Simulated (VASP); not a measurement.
Input of a VASP 6.6.1 run:

Contents of INCAR:

```
PREC = Accurate
ENCUT = 520
EDIFF = 1E-6
ISMEAR = -1
SIGMA = 0.1
LREAL = F
LASPH = T
NELM = 80
ALGO = Fast
ISIF = 2
LWAVE = F
LCHARG = F
GGA = PE
NBANDS = 60
```

KPOINTS

```
regular mesh
0
Gamma
  7 7 7
```

File POSCAR:

```
SbIr2O4
1.0
    0.0000000000      4.3229860000      4.3229860000
    4.3229860000      0.0000000000      4.3229860000
    4.3229860000      4.3229860000      0.0000000000
Ir Sb O
4 2 8
Direct
    0.5000000000      0.5000000000      0.5000000000
    0.0000000000      0.5000000000      0.5000000000
    0.5000000000      0.5000000000      0.0000000000
    0.5000000000      0.0000000000      0.5000000000
    0.1250000000      0.1250000000      0.1250000000
    0.8750000000      0.8750000000      0.8750000000
    0.2439000000      0.2439000000      0.2439000000
    0.2317000000      0.7561000000      0.7561000000
    0.2439000000      0.2439000000      0.7683000000
    0.7561000000      0.2317000000      0.7561000000
    0.7683000000      0.2439000000      0.2439000000
    0.7561000000      0.7561000000      0.7561000000
    0.2439000000      0.7683000000      0.2439000000
    0.7561000000      0.7561000000      0.2317000000
```

Potentials or basis: VASP PAW PBE potentials, release 64 (Ir, Sb, O).

Run with:

```bash
$ cat potpaw_PBE.64/Ir/POTCAR potpaw_PBE.64/Sb/POTCAR potpaw_PBE.64/O/POTCAR > POTCAR
$ mpirun -np 1 vasp_std > vasp.out
```

Question: What does it give for the pressure?

Answer: 47.1 GPa.

Question: Predict the band gap on the k mesh.

Answer: None (metal or under the smearing width).

Question: What does it give for the largest force?

Answer: 7.477 eV/Å.

Forces on the atoms (eV/Å):
```
Ir   0.000  0.000  0.000
Ir   0.000  0.000  0.000
Ir   0.000  0.000  0.000
Ir   0.000  0.000  0.000
Sb   0.000  0.000  0.000
Sb   0.000  0.000  0.000
O    4.317  4.317  4.317
O   -4.317  4.317  4.317
O   -4.317 -4.317  4.317
O    4.317 -4.317  4.317
O    4.317 -4.317 -4.317
O   -4.317 -4.317 -4.317
O   -4.317  4.317 -4.317
O    4.317  4.317 -4.317
```

Caveat: a pressure of tens of GPa on the cell as given is suspect, and the run, the potentials or the cell itself is likely at fault; forces of over 1 eV/Å show positions far from the minimum, so gaps and moduli don't describe the material at rest. Spin-orbit coupling is left out, which matters for the levels of Ir, Sb.
